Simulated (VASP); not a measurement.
Output of a VASP run:

**OSZICAR**
```
       N       E                     dE             d eps       ncg     rms          rms(c)
DAV:   1     0.891680621291E+02    0.89168E+02   -0.83327E+03  3238   0.130E+03
DAV:   2    -0.102690929029E+02   -0.99437E+02   -0.95691E+02  3478   0.339E+02
DAV:   3    -0.116065410139E+02   -0.13374E+01   -0.13243E+01  3696   0.388E+01
DAV:   4    -0.116103671004E+02   -0.38261E-02   -0.38257E-02  3483   0.239E+00
DAV:   5    -0.116103869532E+02   -0.19853E-04   -0.19853E-04  3690   0.171E-01    0.143E+01
DAV:   6    -0.110203628329E+02    0.59002E+00   -0.10602E+00  3451   0.124E+01    0.377E+00
DAV:   7    -0.109437679473E+02    0.76595E-01   -0.20645E-01  3710   0.512E+00    0.965E-01
DAV:   8    -0.109401544666E+02    0.36135E-02   -0.41103E-03  3295   0.936E-01    0.173E-01
DAV:   9    -0.109402155312E+02   -0.61065E-04   -0.12745E-04  3753   0.155E-01    0.721E-02
DAV:  10    -0.109402244027E+02   -0.88714E-05   -0.11797E-05  3400   0.455E-02    0.717E-03
DAV:  11    -0.109402244089E+02   -0.62623E-08   -0.39956E-07  3760   0.692E-03
   1 F= -.10940224E+02 E0= -.10940430E+02  d E =0.616818E-03
```

File OUTCAR:
```
------------------------ aborting loop because EDIFF is reached ----------------------------------------
  FORCE on cell =-STRESS in cart. coord.  units (eV):
  Direction    XX          YY          ZZ          XY          YZ          ZX
  --------------------------------------------------------------------------------------
  Total       -0.0503818     -0.0503818     -0.0503818      0.0000000      0.0000000     -0.0000000
  in kB       -5.0964475     -5.0964475     -5.0964475      0.0000000      0.0000000     -0.0000000
  external PRESSURE =      -5.0964475 kB  Pullay stress =       0.0000000 kB
  volume of cell :       15.84
      direct lattice vectors                 reciprocal lattice vectors
    -1.582045281  1.582045281  1.582045281     0.000000000  0.316046580  0.316046580
     1.582045281 -1.582045281  1.582045281     0.316046580  0.000000000  0.316046580
     1.582045281  1.582045281 -1.582045281     0.316046580  0.316046580  0.000000000
 POSITION                                       TOTAL-FORCE (eV/Angst)
 -----------------------------------------------------------------------------------
      0.00000      0.00000      0.00000        -0.000000     -0.000000      0.000000
 -----------------------------------------------------------------------------------
    total drift:                                0.000000     -0.000000      0.000000
  FREE ENERGIE OF THE ION-ELECTRON SYSTEM (eV)
  ---------------------------------------------------
  free  energy   TOTEN  =       -10.9402244089 eV

  energy  without entropy=      -10.9408412270  energy(sigma->0) =      -10.94043001
```
(Selected blocks of OUTCAR.)

### POSCAR
```
Mo
1
   -1.5820452814     1.5820452814     1.5820452814
    1.5820452814    -1.5820452814     1.5820452814
    1.5820452814     1.5820452814    -1.5820452814
Mo
1
Direct
  0.0000000000   0.0000000000   0.0000000000
```

Question: Reconstruct the remaining input files.

Answer: Several could match; the one computed here: the input of the run itself, PBE GGA, plane waves, VASP's PBE PAW potentials (set 64).

INCAR:
```
SYSTEM = Mo
PREC = Accurate
ENCUT = 520
EDIFF = 1E-7
NELM = 100
ALGO = Normal
LREAL = .FALSE.
LASPH = .TRUE.
ISMEAR = 1
SIGMA = 0.1
GGA = PE
LMAXMIX = 4
LWAVE = .FALSE.
LCHARG = .FALSE.
ISIF = 2
```

KPOINTS:
```
kpoints
0
G
 16 16 16
0 0 0
```

POTCAR, in this order: Mo_sv (PBE.64 set). Program: vasp_std.

The compound is Mo in the bcc structure. It was relaxed first.
